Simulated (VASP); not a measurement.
An input for Quantum ESPRESSO's pw.x (written as the equivalent of a VASP run, and not itself run):

```
&CONTROL
  calculation = 'scf'
  pseudo_dir = './pseudo'
  outdir = './out'
  tprnfor = .true.
  tstress = .true.
/
&SYSTEM
  ibrav = 0
  nat = 2
  ntyp = 2
  ecutwfc = 66
  occupations = 'smearing'
  smearing = 'methfessel-paxton'
  degauss = 0.00735
  input_dft = 'pbesol'
/
&ELECTRONS
  conv_thr = 7.3e-09
  electron_maxstep = 100
/
ATOMIC_SPECIES
  Hg 200.592 Hg.upf
  S 32.060 S.upf
CELL_PARAMETERS angstrom
     0.0000000    2.8839625    2.8839625
     2.8839625    0.0000000    2.8839625
     2.8839625    2.8839625    0.0000000
ATOMIC_POSITIONS crystal
  Hg   0.0000000  0.0000000  0.0000000
  S    0.2500000  0.2500000  0.2500000
K_POINTS automatic
  11 11 11 0 0 0
```

**Question.** Write the VASP files for the same calculation (PBEsol).

**Answer.** One answer among several that fit: 
**KPOINTS**
```
Automatic mesh
0
Gamma
11 11 11
0 0 0
```

**INCAR**
```
# general
SYSTEM  = HgS
PREC    = Accurate
ENCUT   = 520
LREAL   = .FALSE.
LASPH   = .TRUE.

# electronic loop
EDIFF   = 1E-7
NELM    = 100
ALGO    = Normal
LMAXMIX = 6

# smearing
ISMEAR  = 1
SIGMA   = 0.1

# functional
GGA     = PS

# ions
ISIF    = 2

# output
LWAVE   = .FALSE.
LCHARG  = .FALSE.
```

File POSCAR:
```
HgS
1
    0.0000000000     2.8839625005     2.8839625005
    2.8839625005     0.0000000000     2.8839625005
    2.8839625005     2.8839625005     0.0000000000
Hg S
1 1
Direct
  0.0000000000   0.0000000000   0.0000000000
  0.2500000000   0.2500000000   0.2500000000
```

POTCAR, in this order: Hg S (PBE.64 set). Program: vasp_std.

Limits of the translation: the potentials are each code's own (VASP's PAW set, PseudoDojo norm-conserving files in pw.x), so ENCUT and ecutwfc are chosen apart and not converted; conv_thr bounds pw.x's estimated SCF error, while EDIFF bounds the energy change between steps.

The compound is HgS in the zinc blende structure, metacinnabar; cinnabar is the stable form. This cell is one point of a volume scan, at 0.94 of the reference volume.
